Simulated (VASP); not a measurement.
Pb8SO15 (a cell with a defect) (PbO2), 24 atoms in the cell. The cell holds a defect, 24 atoms: a = 7.269 Å, b = 7.269 Å, c = 7.269 Å, α = 60.00°, β = 60.00°, γ = 60.00°. 

| Item | Value |
| --- | --- |
| Program | VASP 6.6.1 |
| Task | electric field gradients |
| Functional | PBE |
| Potentials or basis | VASP PAW PBE potentials, release 64 (Pb_d, S, O) |
| Cutoff | 520 eV |
| k mesh | 3 × 3 × 3 |
| Occupations | fermi-dirac, width 0.01 eV |
| Spin | no spin polarisation |
| Dipole correction | no |
| Further INCAR settings | LREAL = Auto; ALGO = Fast; EDIFF = 1e-08; NBANDS = 122; ISYM = 0 |

Potentials or basis: VASP PAW PBE potentials, release 64 (Pb_d, S, O).

Launch:

```bash
$ cat potpaw_PBE.64/Pb_d/POTCAR potpaw_PBE.64/S/POTCAR potpaw_PBE.64/O/POTCAR > POTCAR
$ mpirun -np 1 vasp_std > vasp.out
```

Hardware: 1 thread of Intel(R) Xeon(R) Platinum 8559C (Emerald Rapids), with other jobs on the host.

Question: How long does it take, and how much memory?

Answer: Wall time 33 min on 1 thread of Intel(R) Xeon(R) Platinum 8559C (Emerald Rapids) (shared host), peak memory 0.55 GiB. Counts: scf iterations 22, k points 14.
